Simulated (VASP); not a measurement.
These are PBEsol GGA, VASP's PBE PAW potentials (set 64) (plane waves; VASP) values and carry that method's errors.

VASP input:

**POSCAR**
```
Fe
1
   -1.3914976104     1.3914976104     1.3914976104
    1.3914976104    -1.3914976104     1.3914976104
    1.3914976104     1.3914976104    -1.3914976104
Fe
1
Direct
  0.0000000000   0.0000000000   0.0000000000
```

KPOINTS:
```
Automatic mesh
0
Gamma
20 20 20
0 0 0
```

**INCAR**
```
SYSTEM = Fe
PREC = Accurate; ENCUT = 400; LREAL = .FALSE.
LASPH = .TRUE.
EDIFF = 1E-7; NELM = 100; ALGO = Normal
LMAXMIX = 4
ISMEAR = -5
GGA = PS
ISPIN = 2; MAGMOM = 2.1
ISIF = 2
LWAVE = .FALSE.; LCHARG = .TRUE.; LORBIT = 11
NEDOS = 601
```

POTCAR, in this order: Fe (PBE.64 set). Program: vasp_std.

Output

**OSZICAR**
```
       N       E                     dE             d eps       ncg     rms          rms(c)
DAV:   1     0.110316935189E+02    0.11032E+02   -0.35629E+03  9728   0.903E+02
DAV:   2    -0.991688292253E+01   -0.20949E+02   -0.19824E+02  9331   0.118E+02
DAV:   3    -0.101459606857E+02   -0.22908E+00   -0.22857E+00 10337   0.167E+01
DAV:   4    -0.101469247796E+02   -0.96409E-03   -0.96429E-03 10106   0.101E+00
DAV:   5    -0.101469337084E+02   -0.89288E-05   -0.89299E-05  9985   0.859E-02    0.127E+01
DAV:   6    -0.899144833567E+01    0.11555E+01   -0.13327E+01  9743   0.595E+01    0.502E+00
DAV:   7    -0.893635983148E+01    0.55089E-01   -0.67853E-01  9743   0.130E+01    0.320E+00
DAV:   8    -0.892798724843E+01    0.83726E-02   -0.69482E-03 11303   0.668E-01    0.145E+00
DAV:   9    -0.891929698830E+01    0.86903E-02   -0.67094E-03 11533   0.646E-01    0.388E-01
DAV:  10    -0.891949651011E+01   -0.19952E-03   -0.13766E-03 10620   0.453E-01    0.140E-01
DAV:  11    -0.891947626570E+01    0.20244E-04   -0.15343E-04  9781   0.202E-01    0.289E-02
DAV:  12    -0.891947476860E+01    0.14971E-05   -0.40998E-06  9691   0.348E-02    0.910E-03
DAV:  13    -0.891947624655E+01   -0.14780E-05   -0.10840E-06  9516   0.134E-02    0.399E-03
DAV:  14    -0.891947689386E+01   -0.64731E-06   -0.10594E-07  4804   0.399E-03    0.758E-04
DAV:  15    -0.891947703829E+01   -0.14443E-06   -0.46530E-09  4651   0.740E-04    0.359E-04
DAV:  16    -0.891947707501E+01   -0.36717E-07   -0.77442E-10  4645   0.263E-04
   1 F= -.89194771E+01 E0= -.89194771E+01  d E =0.000000E+00  mag=     2.1065
```

**OUTCAR**
```
------------------------ aborting loop because EDIFF is reached ----------------------------------------
  FORCE on cell =-STRESS in cart. coord.  units (eV):
  Direction    XX          YY          ZZ          XY          YZ          ZX
  --------------------------------------------------------------------------------------
  Total        0.0296012      0.0296012      0.0296012      0.0000000      0.0000000     -0.0000000
  in kB        4.4006133      4.4006133      4.4006133      0.0000000      0.0000000     -0.0000000
  external PRESSURE =       4.4006133 kB  Pullay stress =       0.0000000 kB
  volume of cell :       10.78
      direct lattice vectors                 reciprocal lattice vectors
    -1.391497610  1.391497610  1.391497610     0.000000000  0.359325087  0.359325087
     1.391497610 -1.391497610  1.391497610     0.359325087  0.000000000  0.359325087
     1.391497610  1.391497610 -1.391497610     0.359325087  0.359325087  0.000000000
 POSITION                                       TOTAL-FORCE (eV/Angst)
 -----------------------------------------------------------------------------------
      0.00000      0.00000      0.00000        -0.000000      0.000000     -0.000000
 -----------------------------------------------------------------------------------
    total drift:                                0.000000      0.000000     -0.000000
  FREE ENERGIE OF THE ION-ELECTRON SYSTEM (eV)
  ---------------------------------------------------
  free  energy   TOTEN  =        -8.9194770750 eV

  energy  without entropy=       -8.9194770750  energy(sigma->0) =       -8.91947708

 total charge

# of ion       s       p       d       tot
------------------------------------------
    1        0.513   0.596   6.278   7.387

 magnetization (x)

# of ion       s       p       d       tot
------------------------------------------
    1       -0.013  -0.051   2.151   2.087
```
(Selected blocks of OUTCAR.)

### OUTCAR
```
 val. band max:        6.2858185252   @ k =  -0.4500  -0.4500   0.3500

 cond. band min:       6.1578067401   @ k =  -0.3500   0.3500   0.1000


 Fermi energy:         6.2534302946

 spin component 1

 k-point     1 :       0.0000    0.0000    0.0000
  band No.  band energies     occupation
      1      -2.6118      1.00000
      2       3.8091      1.00000
      3       3.8091      1.00000
      4       3.8091      1.00000
      5       5.1812      1.00000
      6       5.1812      1.00000
      7      31.6709      0.00000
      8      31.6709      0.00000
      9      31.6709      0.00000

 k-point     2 :       0.0500    0.0000    0.0000
  band No.  band energies     occupation
      1      -2.5034      1.00000
      2       3.7778      1.00000
      3       3.8070      1.00000
      4       3.8698      1.00000
      5       5.1490      1.00000
      6       5.1838      1.00000
      7      30.9877      0.00000
      8      31.5311      0.00000
      9      31.6115      0.00000

 k-point     3 :       0.1000    0.0000    0.0000
  band No.  band energies     occupation
      1      -2.1840      1.00000
      2       3.6877      1.00000
      3       3.7925      1.00000
      4       4.0486      1.00000
      5       5.0700      1.00000
      6       5.1920      1.00000
      7      29.3486      0.00000
      8      31.0336      0.00000
      9      31.4564      0.00000

 k-point     4 :       0.1500    0.0000    0.0000
  band No.  band energies     occupation
      1      -1.6723      1.00000
      2       3.5495      1.00000
      3       3.7485      1.00000
      4       4.3338      1.00000
      5       4.9910      1.00000
      6       5.2067      1.00000
      7      27.2463      0.00000
      8      30.1474      0.00000
      9      31.2539      0.00000

 k-point     5 :       0.2000    0.0000    0.0000
  band No.  band energies     occupation
      1      -1.0083      1.00000
...
```

For a metal the tetrahedron method with Blöchl corrections gives inexact stress and forces.

The compound is Fe in the bcc structure. It was relaxed first, which changed the volume by -9 %.
